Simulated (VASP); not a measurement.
Here is the system:

```yaml
crystal:
  lattice:
    - [0.00000, 2.28703, 2.28703]
    - [2.28703, 0.00000, 2.28703]
    - [2.28703, 2.28703, 0.00000]
  atoms:
    - { symbol: Hf, position: [0.00000, 0.00000, 0.00000] }
    - { symbol: C, position: [0.50000, 0.50000, 0.50000] }
```

Level of theory: PBE GGA with D3 dispersion (zero damping), VASP's PBE PAW potentials (set 64) (plane waves; VASP 6.6.1). Run with 520 eV cut-off, 14×14×14 Γ-centred mesh, first-order Methfessel-Paxton smearing of 0.10 eV, potentials Hf_pv C.

Question: Give the stress tensor in GPa (positive for a compressed cell).

Answer: 
```
7.98  0.00  0.00
0.00  7.98  0.00
0.00  0.00  7.98
```
The pressure is its mean diagonal, 7.98 GPa.

The compound is HfC in the rock salt structure. This cell is one point of a volume scan, at 0.97 of the reference volume.
